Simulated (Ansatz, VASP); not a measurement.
## Cross-check of NbAs between VASP and Ansatz

One calculation is typed for both programs; each brings its own data sets and cutoff. How far apart do they land?

Calculated with Ansatz 0.2.0; plane waves, with VASP 6.6.1 beside it; single point at LDA.

## (1) The structure

Symmetry: I4_1md, No. 109, tetragonal system. The conventional cell has a = 3.452 Å, b = 3.452 Å, c = 11.680 Å, α = 90.00°, β = 90.00°, γ = 90.00°. Nb has 6 As at 2.60 to 2.63 Å nearest. Nearest to As lie 6 Nb at 2.60 to 2.63 Å. Farther neighbours are not listed.

As a file:

```xyz
4
Lattice="-1.7259 1.7259 5.8400 1.7259 -1.7259 5.8400 1.7259 1.7259 -5.8400" Properties=species:S:1:pos:R:3 pbc="T T T"
Nb    0.0000    0.0000    0.0000
Nb    0.0000    1.7258    2.9200
As    0.0000    0.0000    4.8589
As    1.7259    0.0000    1.9389
```

## (2) VASP: single point, LDA

A single point gives forces, pressure and levels at one fixed geometry, so differences don't come from the geometry; what else differs is listed under the comparison.

Lines of VASP's logs that name or quote its potential files are left out, and so is its time.

INCAR

```
SYSTEM = NbAs
PREC = Accurate
ENCUT = 400
EDIFF = 1E-06
NELM = 100
ISMEAR = -1
SIGMA = 0.05
LREAL = .FALSE.
ALGO = Normal
GGA = CA
NBANDS = 24
LASPH = .TRUE.
LORBIT = 11
LWAVE = .FALSE.
LCHARG = .FALSE.
KPAR = 4
ISIF = 2
```

POSCAR

```
NbAs
1.0
   -1.7258500000      1.7258500000      5.8400000000
    1.7258500000     -1.7258500000      5.8400000000
    1.7258500000      1.7258500000     -5.8400000000
Nb As
2 2
Direct
    0.0000000000      0.0000000000      0.0000000000
    0.7500000000      0.2500000000      0.5000000000
    0.4160000000      0.4160000000      0.0000000000
    0.1660000000      0.6660000000      0.5000000000
```

KPOINTS

```
Automatic mesh
0
Gamma
9 9 9
0 0 0
```

PAW data sets: Nb_sv and As (LDA family, release 64).

Run with:

```sh
$ mpirun -np 4 vasp_std
```

Numbers of over 12 decimals in the logs are rounded to 6 here.

Output:

```text
[banner, memory and clock lines left out]
running    4 mpi-ranks, on    1 nodes
 distrk:  each k-point on    1 cores,    4 groups
 distr:  one band on    1 cores,    1 groups

 POSCAR found type information on POSCAR NbAs
 POSCAR found :  2 types and       4 ions
 LDA part: xc-table for (Slater(with rela. corr.)+CA(PZ))
 , standard interpolation
 POSCAR, INCAR and KPOINTS ok, starting setup
 FFT: planning ... GRIDC
 FFT: planning ... GRID_SOFT
 FFT: planning ... GRID
 WAVECAR not read
 entering main loop
       N       E                     dE             d eps       ncg     rms          rms(c)
DAV:   1     0.302582102295E+03    0.30258E+03   -0.16363E+04  3600   0.122E+03
DAV:   2    -0.153326030951E+02   -0.31791E+03   -0.31096E+03  4704   0.481E+02
DAV:   3    -0.368824431149E+02   -0.21550E+02   -0.21242E+02  6360   0.962E+01
DAV:   4    -0.383095622529E+02   -0.14271E+01   -0.14218E+01  5672   0.204E+01
DAV:   5    -0.383507217959E+02   -0.41160E-01   -0.41150E-01  6144   0.378E+00    0.113E+01
DAV:   6    -0.363802468543E+02    0.19705E+01   -0.88231E+00  5552   0.194E+01    0.326E+00
DAV:   7    -0.363523628795E+02    0.27884E-01   -0.42790E-01  5912   0.385E+00    0.197E+00
DAV:   8    -0.363346047391E+02    0.17758E-01   -0.66994E-02  5504   0.146E+00    0.400E-01
DAV:   9    -0.363343046133E+02    0.30013E-03   -0.67359E-03  6392   0.527E-01    0.210E-01
DAV:  10    -0.363342715115E+02    0.33102E-04   -0.11522E-03  5472   0.315E-01    0.271E-02
DAV:  11    -0.363342644844E+02    0.70271E-05   -0.55836E-05  5720   0.654E-02    0.130E-02
DAV:  12    -0.363342635086E+02    0.97575E-06   -0.33419E-06  4096   0.173E-02
   1 F= -.36334264E+02 E0= -.36330467E+02  d E =-.759360E-02
```

From OUTCAR (step 2):

```text
ion  position               nearest neighbor table
   1  0.000  0.000  0.000-   4 2.60   4 2.60   3 2.63   3 2.63   3 2.63   3 2.63
   2  0.750  0.250  0.500-   3 2.60   3 2.60   4 2.63   4 2.63   4 2.63   4 2.63
   3  0.416  0.416  0.000-   2 2.60   2 2.60   1 2.63   1 2.63   1 2.63   1 2.63
   4  0.166  0.666  0.500-   1 2.60   1 2.60   2 2.63   2 2.63   2 2.63   2 2.63

  LATTYP: Found a body centered tetragonal cell.
 ALAT       =     3.4517000000
 C/A-ratio  =     3.3838398470

 Subroutine GETGRP returns: Found  8 space group operations
 (whereof  4 operations were pure point group operations)

The static configuration has the point symmetry C_2v.
 The point group associated with its full space group is C_4v.

 Found     75 irreducible k-points:

   k-points           NKPTS =     75   k-points in BZ     NKDIM =     75   number of bands    NBANDS=     24

   dimension x,y,z NGX =    42 NGY =   42 NGZ =   42
   dimension x,y,z NGXF=    84 NGYF=   84 NGZF=   84

   ENCUT  =  400.0 eV  29.40 Ry    5.42 a.u.  10.32 10.32 10.32*2*pi/ulx,y,z

   NELECT =      36.0000    total number of electrons

 k-points in reciprocal lattice and weights: Automatic mesh
   0.00000000  0.00000000  0.00000000       0.001
   0.11111111  0.00000000 -0.00000000       0.011
   0.22222222  0.00000000 -0.00000000       0.011
   0.33333333  0.00000000 -0.00000000       0.011
   0.44444444  0.00000000 -0.00000000       0.011
   0.11111111  0.11111111 -0.00000000       0.011
   0.22222222  0.11111111 -0.00000000       0.022
   0.33333333  0.11111111 -0.00000000       0.022
   0.44444444  0.11111111 -0.00000000       0.022
[...]
-0.44444444  0.44444444  0.44444444       0.005
  -0.44444444 -0.44444444  0.44444444       0.003

 average (electrostatic) potential at core
       1 -79.0784       2 -79.0784       3 -48.2454       4 -48.2454

 E-fermi :   9.5739

 k-point     1 :       0.0000    0.0000    0.0000
  band No.  band energies     occupation
    ...
     14       7.3149      2.00000
     15       7.5366      2.00000
     16       7.8882      2.00000
     17       8.1835      2.00000
     18       8.1835      2.00000
     19      10.2832      0.00000
     20      10.8559      0.00000
     21      11.9704      0.00000
     22      12.5728      0.00000
     23      12.5729      0.00000
    ...

 k-point     2 :       0.1111    0.0000   -0.0000
  band No.  band energies     occupation
    ...
     14       7.1962      2.00000
     15       7.5646      2.00000
     16       7.8010      2.00000
     17       8.1298      2.00000
     18       8.3865      2.00000
     19      10.1061      0.00005
     20      10.6548      0.00000
     21      11.7189      0.00000
     22      12.3366      0.00000
     23      12.7911      0.00000
    ...

 k-point     3 :       0.2222    0.0000   -0.0000
  band No.  band energies     occupation
    ...
     14       6.9290      2.00000
     15       7.8019      2.00000
     16       7.8763      2.00000
     17       7.9278      2.00000
     18       8.8493      2.00000
     19       9.8654      0.00586
     20      10.5126      0.00000
     21      11.0853      0.00000
     22      12.0027      0.00000
     23      12.4182      0.00000
    ...

  Total       -2.5958687     -2.5958687     -1.9061170      0.0000000      0.0000000      0.0000000
  in kB      -59.7742820    -59.7742820    -43.8915793      0.0000000      0.0000000      0.0000000
  external PRESSURE =     -54.4800478 kB  Pullay stress =       0.0000000 kB

  energy-cutoff  :      400.00
  volume of cell :       69.58
      direct lattice vectors                 reciprocal lattice vectors
    -1.725850000  1.725850000  5.840000000     0.000000000  0.289712316  0.085616438
     1.725850000 -1.725850000  5.840000000     0.289712316  0.000000000  0.085616438
     1.725850000  1.725850000 -5.840000000     0.289712316  0.289712316  0.000000000

 POSITION                                       TOTAL-FORCE (eV/Angst)
 -----------------------------------------------------------------------------------
      0.00000      0.00000      0.00000         0.000000      0.000000     -0.275925
      0.00000      1.72585      2.92000         0.000000      0.000000     -0.275925
      0.00000      0.00000      4.85888         0.000000     -0.000000      0.275925
      1.72585      0.00000      1.93888        -0.000000      0.000000      0.275925
 -----------------------------------------------------------------------------------
    total drift:                               -0.000001     -0.000001      0.000285

  FREE ENERGIE OF THE ION-ELECTRON SYSTEM (eV)
  ---------------------------------------------------
  free  energy   TOTEN  =       -36.3342635086 eV

  energy  without entropy=      -36.3266699111  energy(sigma->0) =      -36.33046671

 total charge
# of ion       s       p       d       tot
------------------------------------------
    1        2.149   6.012   2.513  10.673
    2        2.149   6.012   2.513  10.673
    3        1.206   1.655   0.074   2.935
    4        1.206   1.655   0.074   2.935
--------------------------------------------------
tot          6.710  15.333   5.174  27.217

[... 3 further parts left out ...]
```

At this level the cell is under a tension of 5.4 GPa, so at these settings it is away from equilibrium.

## (3) Ansatz: single point, LDA

Ansatz runs on its default PAW (the set named soft_2) files.

The same cell, functional (in two slightly different forms), mesh and smearing now go to Ansatz, which takes its cutoff from its data sets.

input.yaml

```yaml
crystal:
  lattice:
    - [-1.72585, 1.72585, 5.84]
    - [1.72585, -1.72585, 5.84]
    - [1.72585, 1.72585, -5.84]
  atoms:
    - { symbol: Nb, position: [0.0, 0.0, 0.0] }
    - { symbol: Nb, position: [0.75, 0.25, 0.5] }
    - { symbol: As, position: [0.416, 0.416, 0.0] }
    - { symbol: As, position: [0.166, 0.666, 0.5] }
hamiltonian:
  xc: lda
  pseudopotentials: { kind: paw }
kpoints:
  mp_grid: { grid: [9, 9, 9] }
scf:
  occupations: { method: fermi_dirac, width: 0.05 }
  n_extra_bands: 5
output:
  forces: true
  stress: true
  eigenvalues: true
```

Run with:

```sh
$ ansatz run input.yaml --threads 2 --pin off --max-ram 4608MiB --backend cpu --events-out ev --progress --plain --runs-dir out
```

Output:

```text
basis.fft_grid_basis auto: the FFT boxes are laid along the combinations [[1, 0, 1], [0, 1, 1], [0, 0, 1]] of the cell's own vectors, 3.452, 3.452 and 6.330 Å long. The dense box has 24×24×45 points. Along the cell's own vectors, as sized, it would have 45×45×45, 3.52 times as many. Of the 8 symmetry operations that the crystal satisfies within crystal.symmetry.tolerance (time reversal apart; of a slab, those that ke [...]
scf.n_extra_bands = 5 over 28 filled bands (N_el = 56.0): the run solves 33 bands
Engine: ansatz 0.2.0, aarch64-unknown-linux-gnu
Pseudopotentials: kind: paw
Pseudopotential: Nb, paw, valence charge 13, recommended cutoff 420 eV (normal), Nb.paw.azcp
Pseudopotential: As, paw, valence charge 15, recommended cutoff 420 eV (normal), As.paw.azcp
Functional definition: SPW92
  exchange = slater_x
  correlation = pw_c
Crystal: 4 atoms, lattice volume = 69.579 Å³
Basis set: ecut = 420 eV, 1371 PW (Γ), FFT grids on a1+a3, a2+a3, a3
Bands: 33, of which v1, the nominal top of the filled ones, is band 28 counted from 1 (27 counted from 0)
Symmetry: 8 space group operations
Space group: I41md (ITA 109), of the structure as read, at distance tolerance 4.1e-5 Å
k-points: 75 of 729 (time reversal used)
Non-local potential: Nb, projectors of the file, l = 0: 3, l = 1: 2, l = 2: 2, l = 3: 1
Non-local potential: As, projectors of the file, l = 0: 2, l = 1: 2, l = 2: 3, l = 3: 1
PAW form: soft (Blöchl's): semilocal exchange-correlation on the pseudo side does not see the compensation charge
PAW frozen core: Nb, regenerated for the run's functional, and the local potential with it (the file was generated under x = pbe(κ = 0.804, μ = 0.219515), c = pbe(β = 0.066725))
PAW frozen core: As, regenerated for the run's functional, and the local potential with it (the file was generated under x = pbe(κ = 0.804, μ = 0.219515), c = pbe(β = 0.066725))
PAW one-centre angular grid: Nb, 590 points (default); XC on 64 Gauss nodes
PAW one-centre angular grid: As, 590 points (default); XC on 64 Gauss nodes
Initial density: superposition of atomic densities (neutral atoms: chi_scale 0, normalization atom), corrected by the library's trained network
Initial wavefunctions: pseudopotential atomic-orbital guess
Functional: x = slater, c = lda
SCF iter   1: F=—  HF=-18435.585722 eV  |F-HF|=—  |Δ(HF+E_count)|=         —  Δρ=1.05e-2  dr2=5.52e-2  ethr=1.77e-3  ⟨swp⟩=6.0  Hψ=9980  notcnv=0
preconditioner: auto → Kerker (q_TF=auto, 2.631 Å⁻¹)  [metal: Δε(μ)=0.071 eV  Ē_g=6.687 eV  σ=0.050 eV  W_gap=0.34  n_scr=24 (ndim 8)  ℏωp=19.9 eV  f_vac=0.000  D(μ)=0.89/eV (n_scr^D=2)]
SCF iter   2: F=—  HF=-18435.575170 eV  |F-HF|=—  |Δ(HF+E_count)|=   1.06e-2  Δρ=5.76e-3  dr2=1.62e-2  ethr=9.86e-5  ⟨swp⟩=1.1  Hψ=3083  notcnv=0  defer=3
SCF iter   3: F=—  HF=-18435.571276 eV  |F-HF|=—  |Δ(HF+E_count)|=   3.89e-3  Δρ=7.27e-4  dr2=3.64e-4  ethr=2.89e-5  ⟨swp⟩=2.0  Hψ=3272  notcnv=0  defer=3
SCF iter   4: F=—  HF=-18435.571166 eV  |F-HF|=—  |Δ(HF+E_count)|=   1.10e-4  Δρ=1.49e-4  dr2=2.23e-5  ethr=6.51e-7  ⟨swp⟩=2.0  Hψ=4413  notcnv=0  defer=3
SCF iter   5: F=—  HF=-18435.571129 eV  |F-HF|=—  |Δ(HF+E_count)|=   3.70e-5  Δρ=9.78e-5  dr2=7.26e-6  ethr=3.97e-8  ⟨swp⟩=2.0  Hψ=4362  notcnv=0  defer=3
SCF iter   6: F=—  HF=-18435.571127 eV  |F-HF|=—  |Δ(HF+E_count)|=   1.63e-6  Δρ=2.84e-5  dr2=7.60e-7  ethr=1.30e-8  ⟨swp⟩=2.8  Hψ=4090  notcnv=0  defer=3
SCF iter   7: F=-18435.571127 eV  HF=-18435.571127 eV  |F-HF|=2.15e-8  |Δ(HF+E_count)|=   1.98e-7  Δρ=6.30e-6  dr2=3.11e-8  ethr=1.79e-10  ⟨swp⟩=4.6  Hψ=9175  notcnv=0
SCF 1 converged in 7 iterations: F = -18435.571127 eV  dr2 = 3.11e-8
  greatest PAW one-centre occupation: 0.999 electrons in one spin orbital (limit 2), on the As atom at site 3 (counted from 0), in its partial waves of l = 2
SCF converged after 7 iterations
Free energy (F): -18435.571127 eV
Harris-Foulkes:  -18435.571127 eV  (|F-HF|=2.15e-8)
Internal energy: -18435.563551 eV  (E = F + TS)
E sigma→0 (E₀):  -18435.567339 eV
Entropy (-TS):   -0.007576 eV (-1.894 meV/atom)
Fermi energy:    16.012221 eV
--- Per-component energies (eV) ---
  E_band       = -501.021157
  E_kinetic    = 1000.455507
  E_local      = -4359.876353  (includes V_loc(G=0)·N_el)
  E_nonlocal   = -1081.118060
  E_hartree    = 2148.838045
  E_xc         = -509.359216
  E_vxc        = -587.911074  (∫ρ·V_xc dr)
  E_paw        = -9439.253431  (= ΣΔE_a)
  E_vpaw       = 229.747992  (= ΣTr[D̂ρ^β])
  E_aug_tail   = 0.000027  (compensation charges beyond the density's cutoff)
  E_ewald      = -6200.251917
  E_core_change = 5.001849  (= ΣΔE_core)
  E_smearing   = -0.007576  (= −TS)
  E_closure    = -0.000000  (closes the sum)
  Σ components = -18435.571127   (vs F -18435.571127, Δ=0.00e0)
--- Forces (eV/Å), atoms counted from 1 ---
  atom   1  Nb    -0.00000000     0.00000000    -0.27141353
  atom   2  Nb     0.00000000    -0.00000000    -0.27141353
  atom   3  As    -0.00000000     0.00000000     0.27140034
  atom   4  As     0.00000000     0.00000000     0.27140034
  max |Σ_I F_I| component: 2.64e-5 eV/Å
--- Stress (GPa, compression-positive) ---
       -6.077666      -0.000000      -0.000000
       -0.000000      -6.077666       0.000000
       -0.000000      -0.000000      -4.387134
  P = ⅓ Tr σ = -5.5142 GPa (-55.142 kbar)
--- Band table (eV; the first three rows and the last of 75) ---
  k-point 0: bands = [... 24 lower, 13.9803, 14.3290, 14.6163, 14.6163, 16.7229, 17.2955, 18.4012, 19.0010, ... 1 higher]
  k-point 1: bands = [... 24 lower, 13.6332, 14.2190, 14.8037, 14.9633, 16.3392, 16.7879, 18.4322, 18.5185, ... 1 higher]
  k-point 2: bands = [... 24 lower, 13.0777, 14.2806, 15.1792, 15.4172, 16.0960, 16.7128, 17.7848, 18.7424, ... 1 higher]
  k-point 74: bands = [... 24 lower, 13.3586, 13.9458, 14.8913, 15.6340, 16.6539, 17.6226, 17.6651, 18.0211, ... 1 higher]
```

Wall time 14 s (2 threads of Arm Neoverse N1, shared host); peak memory 0.39 GiB; 27 s of CPU time.

The run ends at a pressure of -5.51 GPa, with forces up to 0.27 eV/Å.

## (4) Side by side

Known differences besides the potentials themselves: the two LDA forms differ slightly; the data sets hold 56 valence electrons in Ansatz (default PAW (the set named soft_2) files) and 36 in VASP; the cutoff is 420 eV in Ansatz and 400 eV in VASP; VASP's log shows a relativistic correction to its local exchange, Ansatz's none. Total energies have different zeros and are not compared.

The two programs side by side:

```tsv
quantity	Ansatz	VASP	difference
pressure (GPa)	-5.51	-5.45	-0.07
```

Forces (eV/Å; atoms numbered as in POSCAR):

```tsv
atom	Ansatz x, y, z	VASP x, y, z
Nb1	0.000, 0.000, -0.271	0.000, 0.000, -0.276
Nb2	0.000, 0.000, -0.271	0.000, 0.000, -0.276
As3	0.000, 0.000, 0.271	0.000, 0.000, 0.276
As4	0.000, 0.000, 0.271	0.000, 0.000, 0.276
```

The forces differ by 2.6 meV/Å r.m.s., which is 1.6 % of the r.m.s. force of 0.16 eV/Å (both taken over all components). Ansatz's pressure holds a Pulay correction of 0.03 GPa; VASP's holds none.

## (5) Outcome

- r.m.s. force difference (single point, LDA): 2.6 meV/Å

The r.m.s. force difference is 2.6 meV/Å (single point, LDA), within the 12 meV/Å picked in this series as the mark of a large difference. How closely two codes agree says nothing of how well the functional describes the real material.

[Lines on the potential files, build, host, timing and source positions are cut from VASP's logs without a mark.]

[Logs are printed without paths, hosts, clocks, repeated set-up lines and the standing remarks that a program may print on its own settings, such as how far it seeks lower states.]

[Hosts, paths, dates, database ids (printed as entryN), source tags and the programs' standing remarks are cut or masked in the printed files.]
